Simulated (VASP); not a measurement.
**Sn (Tin): input slips in a relaxation and what they do**

Aim: see how common mistakes in a VASP relaxation show up, on Sn (Tin). The starting structure is a measured crystal structure from the Crystallography Open Database. The first relaxation on each setting starts from this cell expanded by 3 % in volume.

Calculated with VASP 6.6.1; Kohn-Sham DFT with plane waves and PAW; PBEsol.

### Step 1. Starting point

It takes space group I4_1/amd (No. 141, tetragonal). The conventional cell has a = 5.831 Å, b = 5.831 Å, c = 3.181 Å, α = 90.00°, β = 90.00°, γ = 90.00°. Nearest to Sn lie 6 Sn at 3.02 to 3.18 Å.

Coordinates:

```xyz
2
Lattice="-2.9157 2.9157 1.5906 2.9157 -2.9157 1.5906 2.9157 2.9157 -1.5906" Properties=species:S:1:pos:R:3 pbc="T T T"
Sn    0.0000    2.9157    0.7953
Sn    0.0000    0.0000    0.0000
```

### Step 2. Reference relaxation

This run starts from the cell of an earlier relaxation, which isn't shown; the restart sets up the plane waves anew.

INCAR

```
SYSTEM = Sn
PREC = Accurate
ENCUT = 450
EDIFF = 1E-06
NELM = 100
ISMEAR = 1
SIGMA = 0.15
LREAL = .FALSE.
ALGO = Normal
GGA = PS
NBANDS = 20
LORBIT = 11
LWAVE = .FALSE.
LCHARG = .FALSE.
KPAR = 4
IBRION = 2
NSW = 50
ISIF = 3
EDIFFG = -0.006
```

POSCAR

```
Sn
1.0
   -2.9196899939      2.9196899939      1.5752373052
    2.9196899939     -2.9196899939      1.5752373052
    2.9196899939      2.9196899939     -1.5752373052
Sn
2
Direct
    0.7500000000      0.2500000000      0.5000000000
    0.0000000000      0.0000000000      0.0000000000
```

KPOINTS

```
Automatic mesh
0
Gamma
16 16 16
0 0 0
```

PAW data sets: Sn_d (PBE family, release 64).

Run with:

```
mpirun -np 4 vasp_std
```

Output:

```text
[banner, memory and clock lines left out]
running    4 mpi-ranks, on    1 nodes
 distrk:  each k-point on    1 cores,    4 groups
 distr:  one band on    1 cores,    1 groups

 POSCAR found type information on POSCAR Sn
 POSCAR found :  1 types and       2 ions
|                                                                             |
|               ----> ADVICE to this user running VASP <----                  |
|                                                                             |
|     You enforced a specific xc type in the INCAR file but a different       |
|     [... a line on the potential file left out ...]
|     I HOPE YOU KNOW WHAT YOU ARE DOING!                                     |
|                                                                             |

 LDA part: xc-table for (Slater+PW92), standard interpolation
 POSCAR, INCAR and KPOINTS ok, starting setup
 FFT: planning ... GRIDC
 FFT: planning ... GRID_SOFT
 FFT: planning ... GRID
 WAVECAR not read
 entering main loop
       N       E                     dE             d eps       ncg     rms          rms(c)
DAV:   1     0.206092135686E+03    0.20609E+03   -0.13477E+04 14136   0.201E+03
DAV:   2     0.115660026396E+02   -0.19453E+03   -0.19122E+03 14040   0.428E+02
DAV:   3    -0.795348030698E+01   -0.19519E+02   -0.19351E+02 15876   0.131E+02
DAV:   4    -0.854311592171E+01   -0.58964E+00   -0.58916E+00 15828   0.255E+01
DAV:   5    -0.856720259787E+01   -0.24087E-01   -0.24086E-01 19436   0.478E+00    0.247E+00
DAV:   6    -0.853359431101E+01    0.33608E-01   -0.51281E-02 19104   0.339E+00    0.133E+00
DAV:   7    -0.852342649190E+01    0.10168E-01   -0.25784E-02 19028   0.237E+00    0.193E-01
DAV:   8    -0.852285860491E+01    0.56789E-03   -0.22045E-03 17592   0.674E-01    0.312E-02
DAV:   9    -0.852286456038E+01   -0.59555E-05   -0.62201E-05 18888   0.734E-02    0.130E-02
DAV:  10    -0.852286387518E+01    0.68521E-06   -0.46596E-06 16340   0.276E-02
   1 F= -.85228639E+01 E0= -.85227558E+01  d E =-.852286E+01
 curvature:   0.00 expect dE= 0.000E+00 dE for cont linesearch  0.000E+00
 trial: gam= 0.00000 g(F)=  0.237E-47 g(S)=  0.172E-04 ort = 0.000E+00 (trialstep = 0.100E+01)
 search vector abs. value=  0.172E-04
 bond charge predicted
       N       E                     dE             d eps       ncg     rms          rms(c)
DAV:   1    -0.852316886830E+01   -0.30431E-03   -0.64991E-03 16436   0.126E+00    0.935E-02
DAV:   2    -0.852293187815E+01    0.23699E-03   -0.45533E-04 17168   0.345E-01    0.430E-02
DAV:   3    -0.852287043457E+01    0.61444E-04   -0.17087E-04 19296   0.202E-01    0.660E-03
DAV:   4    -0.852286605141E+01    0.43832E-05   -0.10657E-05 16432   0.392E-02    0.199E-03
DAV:   5    -0.852286548885E+01    0.56255E-06   -0.33207E-07  8792   0.772E-03
   2 F= -.85228655E+01 E0= -.85227602E+01  d E =-.161368E-05
 trial-energy change:   -0.000002  1 .order   -0.000002   -0.000017    0.000014
 step:   0.5575(harm=  0.5575)  dis= 0.00000  next Energy=    -8.522869 (dE=-0.480E-05)
 bond charge predicted
       N       E                     dE             d eps       ncg     rms          rms(c)
DAV:   1    -0.852292608279E+01   -0.60031E-04   -0.12673E-03 16392   0.556E-01    0.414E-02
DAV:   2    -0.852287824507E+01    0.47838E-04   -0.89462E-05 17048   0.153E-01    0.191E-02
DAV:   3    -0.852286674002E+01    0.11505E-04   -0.33262E-05 18752   0.892E-02    0.299E-03
DAV:   4    -0.852286703070E+01   -0.29067E-06   -0.18164E-06  9668   0.172E-02
   3 F= -.85228670E+01 E0= -.85227606E+01  d E =-.315552E-05
 curvature:  -0.28 expect dE=-0.190E-06 dE for cont linesearch -0.476E-07
 trial: gam= 0.00000 g(F)=  0.313E-49 g(S)=  0.681E-06 ort =-0.171E-05 (trialstep = 0.911E+00)
 search vector abs. value=  0.682E-06
 reached required accuracy - stopping structural energy minimisation
```

It took 74 s on 4 MPI ranks of Intel Xeon Platinum 8259CL at 2.50GHz (Skylake/Cascade Lake), shared host; peak memory 1.4 GiB.

The logs omit lines about the potential files and the build; timing stands in the text.

Parts of OUTCAR (step 2):

```text
ion  position               nearest neighbor table
   1  0.750  0.250  0.500-   2 3.02   2 3.02   2 3.02   2 3.02   2 3.76   2 3.76   2 3.76   2 3.76

  LATTYP: Found a body centered tetragonal cell.
 ALAT       =     5.8393799878
 C/A-ratio  =     0.5395221097

 Subroutine GETGRP returns: Found 16 space group operations
 (whereof  8 operations were pure point group operations)

The static configuration has the point symmetry D_2d.
 The point group associated with its full space group is D_4h.

 Found    349 irreducible k-points:

   k-points           NKPTS =    349   k-points in BZ     NKDIM =    349   number of bands    NBANDS=     20

   dimension x,y,z NGX =    32 NGY =   32 NGZ =   32
   dimension x,y,z NGXF=    64 NGYF=   64 NGZF=   64

   ENCUT  =  450.0 eV  33.07 Ry    5.75 a.u.   7.64  7.64  7.64*2*pi/ulx,y,z

   NELECT =      28.0000    total number of electrons

 k-points in reciprocal lattice and weights: Automatic mesh
   0.00000000  0.00000000  0.00000000       0.000
   0.06250000  0.00000000 -0.00000000       0.002
   0.12500000  0.00000000 -0.00000000       0.002
   0.18750000  0.00000000  0.00000000       0.002
   0.25000000  0.00000000 -0.00000000       0.002
   0.31250000  0.00000000  0.00000000       0.002
   0.37500000  0.00000000  0.00000000       0.002
   0.43750000  0.00000000 -0.00000000       0.002
   0.50000000  0.00000000 -0.00000000       0.001
[...]
-0.43750000 -0.43750000  0.43750000       0.000
   0.50000000  0.50000000  0.50000000       0.000

 average (electrostatic) potential at core
       1 -98.7916       2 -98.7916

 E-fermi :   7.9422

 k-point     1 :       0.0000    0.0000    0.0000
  band No.  band energies     occupation
    ...
     10     -13.1171      2.00000
     11      -3.2886      2.00000
     12       4.2124      2.00000
     13       5.8939      2.00000
     14       5.8939      2.00000
     15      10.8390     -0.00000
     16      14.1185      0.00000
     17      14.1185      0.00000
     18      14.9847      0.00000
     19      15.0860      0.00000
    ...

 k-point     2 :       0.0625    0.0000   -0.0000
  band No.  band energies     occupation
    ...
     10     -13.1198      2.00000
     11      -3.2097      2.00000
     12       4.0908      2.00000
     13       5.9014      2.00000
     14       6.1666      2.00000
     15      10.9721      0.00000
     16      13.7528      0.00000
     17      14.1295      0.00000
     18      14.3228      0.00000
     19      14.3755      0.00000
    ...

 k-point     3 :       0.1250    0.0000   -0.0000
  band No.  band energies     occupation
    ...
     10     -13.1274      2.00000
     11      -2.9727      2.00000
     12       3.8773      2.00000
     13       5.9318      2.00000
     14       6.8272      2.00000
     15      11.3584      0.00000
     16      12.4335      0.00000
     17      12.9145      0.00000
     18      13.5055      0.00000
     19      14.0652      0.00000
    ...

  Total       -0.0037415     -0.0037415     -0.0005046      0.0000000      0.0000000      0.0000000
  in kB       -0.1115425     -0.1115425     -0.0150437      0.0000000      0.0000000      0.0000000
  external PRESSURE =      -0.0793762 kB  Pullay stress =       0.0000000 kB

  energy-cutoff  :      450.00
  volume of cell :       53.74
      direct lattice vectors                 reciprocal lattice vectors
    -2.919998551  2.919998551  1.575752032     0.000000000  0.171232962  0.317308809
     2.919998551 -2.919998551  1.575752032     0.171232962  0.000000000  0.317308809
     2.919998551  2.919998551 -1.575752032     0.171232962  0.171232962  0.000000000

 POSITION                                       TOTAL-FORCE (eV/Angst)
 -----------------------------------------------------------------------------------
      0.00000      2.92000      0.78788        -0.000000     -0.000000     -0.000000
     -0.00000      0.00000      0.00000         0.000000      0.000000      0.000000
 -----------------------------------------------------------------------------------
    total drift:                                0.000000     -0.000000      0.000000

  FREE ENERGIE OF THE ION-ELECTRON SYSTEM (eV)
  ---------------------------------------------------
  free  energy   TOTEN  =        -8.5228670307 eV

  energy  without entropy=       -8.5225476087  energy(sigma->0) =       -8.52276056

 reached required accuracy - stopping structural energy minimisation

 total charge
# of ion       s       p       d       tot
------------------------------------------
    1        1.230   1.021   9.979  12.230
    2        1.230   1.021   9.979  12.230
--------------------------------------------------
tot          2.461   2.041  19.957  24.459

[... 3 further parts left out ...]
```

CONTCAR:

```
Sn
   1.00000000000000
    -2.9199985510455502    2.9199985510455502    1.5757520316234885
     2.9199985510455502   -2.9199985510455502    1.5757520316234885
     2.9199985510455502    2.9199985510455502   -1.5757520316234885
  Sn
     2
Direct
     0.7500000000000000    0.2500000000000000    0.5000000000000000
     0.0000000000000000    0.0000000000000000    0.0000000000000000
```

The PAW data sets were made with PBE, which is usual practice but a small mismatch for other functionals. The run keeps the 16 symmetry operations of its start, so it cannot find a distortion of lower symmetry.

The reference relaxation ends at 26.871 Å³ an atom.

### Step 3. Relaxation with a functional's name that the tag doesn't take

A slip made on purpose: a functional's name that the tag doesn't take. Against step 2 the input has GGA = PBESOL (also changed: NELM).

Edit INCAR of step 2 so:

```diff
@@ -4,3 +4,3 @@
 EDIFF = 1E-06
-NELM = 100
+NELM = 60
 ISMEAR = 1
@@ -9,3 +9,3 @@
 ALGO = Normal
-GGA = PS
+GGA = PBESOL
 NBANDS = 20
```

POSCAR

```
Sn
1.0
   -2.9446004914      2.9446004914      1.6063949847
    2.9446004914     -2.9446004914      1.6063949847
    2.9446004914      2.9446004914     -1.6063949847
Sn
2
Direct
    0.7500000000      0.2500000000      0.5000000000
    0.0000000000      0.0000000000      0.0000000000
```

KPOINTS is that of step 2.

Run with:

```
mpirun -np 4 vasp_std
```

Output:

```text
[banner, memory and clock lines left out]
running    4 mpi-ranks, on    1 nodes
[...]
|                                                                             |
|     EEEEEEE  RRRRRR   RRRRRR   OOOOOOO  RRRRRR      ###     ###     ###     |
|     E        R     R  R     R  O     O  R     R     ###     ###     ###     |
|     E        R     R  R     R  O     O  R     R     ###     ###     ###     |
|     EEEEE    RRRRRR   RRRRRR   O     O  RRRRRR       #       #       #      |
|     E        R   R    R   R    O     O  R   R                               |
|     E        R    R   R    R   O     O  R    R      ###     ###     ###     |
|     EEEEEEE  R     R  R     R  OOOOOOO  R     R     ###     ###     ###     |
|                                                                             |
|     Error: One of the selected functionals does not exist.                  |
|                                                                             |
|       ---->  I REFUSE TO CONTINUE WITH THIS SICK JOB ... BYE!!! <----       |
|                                                                             |

1
1
1
1
```

Elapsed: 4.6 s, on 4 MPI ranks.

VASP stopped with this message: “Error: One of the selected functionals does not exist”.

### Step 4. Relaxation with the cell held fixed (ISIF = 2)

A slip made on purpose: the cell held fixed (ISIF = 2). Against step 2 the input has ISIF = 2 (also changed: NELM).

Edit INCAR of step 3 so:

```diff
@@ -9,3 +9,3 @@
 ALGO = Normal
-GGA = PBESOL
+GGA = PS
 NBANDS = 20
@@ -17,3 +17,3 @@
 NSW = 50
-ISIF = 3
+ISIF = 2
 EDIFFG = -0.006
```

POSCAR is that of step 3.

KPOINTS is that of step 3.

Run with:

```
mpirun -np 4 vasp_std
```

Output:

```text
[banner, memory and clock lines left out]
running    4 mpi-ranks, on    1 nodes
[...]
[... a notice as in an earlier step ...]

 LDA part: xc-table for (Slater+PW92), standard interpolation
 POSCAR, INCAR and KPOINTS ok, starting setup
[...]
entering main loop
       N       E                     dE             d eps       ncg     rms          rms(c)
DAV:   1     0.206567191492E+03    0.20657E+03   -0.13487E+04 14108   0.199E+03
DAV:   2     0.119067324044E+02   -0.19466E+03   -0.19133E+03 14040   0.426E+02
DAV:   3    -0.791881893165E+01   -0.19826E+02   -0.19644E+02 15964   0.132E+02
DAV:   4    -0.852630884874E+01   -0.60749E+00   -0.60702E+00 15708   0.258E+01
[...]
DAV:   8    -0.851038257323E+01    0.49002E-03   -0.21539E-03 17312   0.657E-01    0.309E-02
DAV:   9    -0.851038807031E+01   -0.54971E-05   -0.63307E-05 18936   0.756E-02    0.132E-02
DAV:  10    -0.851038751920E+01    0.55111E-06   -0.51390E-06 16412   0.272E-02
   1 F= -.85103875E+01 E0= -.85103607E+01  d E =-.851039E+01
[...]
reached required accuracy - stopping structural energy minimisation
```

The job ended after 36 s (4 MPI ranks; peak memory 1.4 GiB).

OUTCAR, selected parts (step 4):

```text
  Total       -0.5568075     -0.5568075     -0.7882062      0.0000000      0.0000000      0.0000000
  in kB      -16.0121824    -16.0121824    -22.6665461      0.0000000      0.0000000      0.0000000
  external PRESSURE =     -18.2303037 kB  Pullay stress =       0.0000000 kB

 POSITION                                       TOTAL-FORCE (eV/Angst)
 -----------------------------------------------------------------------------------
     -0.00000      2.94460      0.80320        -0.000000     -0.000000      0.000000
      0.00000      0.00000      0.00000         0.000000      0.000000     -0.000000
 -----------------------------------------------------------------------------------
    total drift:                                0.000000     -0.000000      0.000000

  FREE ENERGIE OF THE ION-ELECTRON SYSTEM (eV)
  ---------------------------------------------------
  free  energy   TOTEN  =        -8.5103875192 eV

  energy  without entropy=       -8.5103070999  energy(sigma->0) =       -8.51036071

[... 2 parts as in an earlier step ...]

[... 2 further parts left out ...]
[key lines of the parts left out:]
E-fermi :   7.5136
```

With the cell held fixed (ISIF = 2) the cell ends at 27.857 Å³ an atom, +3.67 % from the reference.

### Step 5. Relaxation with an ionic step far too long

A slip made on purpose: an ionic step far too long. Against step 2 the input has IBRION = 1 and POTIM = 2 (also changed: NELM and NSW).

Edit INCAR of step 4 so:

```diff
@@ -15,5 +15,6 @@
 KPAR = 4
-IBRION = 2
-NSW = 50
-ISIF = 2
+IBRION = 1
+NSW = 30
+ISIF = 3
 EDIFFG = -0.006
+POTIM = 2
```

POSCAR is that of step 4.

KPOINTS is that of step 4.

Run with:

```
mpirun -np 4 vasp_std
```

Output:

```text
[... set-up lines as in an earlier step ...]
 entering main loop
       N       E                     dE             d eps       ncg     rms          rms(c)
[... 10 cycles as in an earlier step ...]
   1 F= -.85103875E+01 E0= -.85103607E+01  d E =-.851039E+01
[...]
2 F= -.82660186E+01 E0= -.82659130E+01  d E =0.244369E+00
[...]
3 F= -.85227636E+01 E0= -.85226075E+01  d E =-.256745E+00
[...]
4 F= -.85216346E+01 E0= -.85216190E+01  d E =0.112900E-02
[...]
5 F= -.85230597E+01 E0= -.85229575E+01  d E =-.142509E-02
[...]
6 F= -.85230642E+01 E0= -.85229581E+01  d E =-.448160E-05
[...]
7 F= -.85230669E+01 E0= -.85229618E+01  d E =-.270000E-05
 BRION: g(F)=  0.425E-48 g(S)=  0.944E-05 retain N=  1 mean eig= 0.08
 eig:   0.075
 reached required accuracy - stopping structural energy minimisation
```

Elapsed: 3 min, on 4 MPI ranks; peak memory 1.5 GiB; 12 min of CPU time.

(Part 1 of 2 ends here.)

[Lines on the potential files, build, host, timing and source positions are cut from VASP's logs without a mark.]

[Logs are printed without paths, hosts, clocks, repeated set-up lines and the standing remarks that a program may print on its own settings, such as how far it seeks lower states.]

[Hosts, paths, dates, database ids (printed as entryN), source tags and the programs' standing remarks are cut or masked in the printed files.]
